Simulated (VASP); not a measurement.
```
CELL_PARAMETERS angstrom
      5.49281     0.00000     0.00000
      0.00000     5.49281     0.00000
      0.00000     0.00000     5.48711
ATOMIC_POSITIONS crystal
  Zn 0.00000 0.00000 0.98639
  Zn 0.50000 0.50000 0.98639
  Zn 0.50000 0.00000 0.51361
  Zn 0.00000 0.50000 0.51361
  Se 0.25000 0.25000 0.25000
  Se 0.75000 0.75000 0.25000
  S  0.75000 0.25000 0.75000
  S  0.25000 0.75000 0.75000
```

Method: PBEsol GGA, VASP's PBE PAW potentials (set 64) (plane waves; VASP 6.6.1). Settings: 400 eV cut-off, 4×4×4 Γ-centred mesh, Gaussian smearing of 0.050 eV, potentials Zn Se S.

Question: What does the run give for the energy per atom (σ→0), band gap (on the k-mesh) with the smallest direct gap where there is one?

Answer: 
| Item | Result |
|---|---|
| band gap (on the k-mesh) | 1.56 eV |
| smallest direct gap (on the k-mesh) | 1.56 eV |
| energy per atom (σ→0) | -3.579 eV/atom |

The absolute energy has meaning only against runs of the same code, potentials and settings.

The structure was generated: Zn4S2Se2 was put into an ordered model structure (P-4m2), which need not be its known phase. It was relaxed first. The start is the result of an earlier pass.
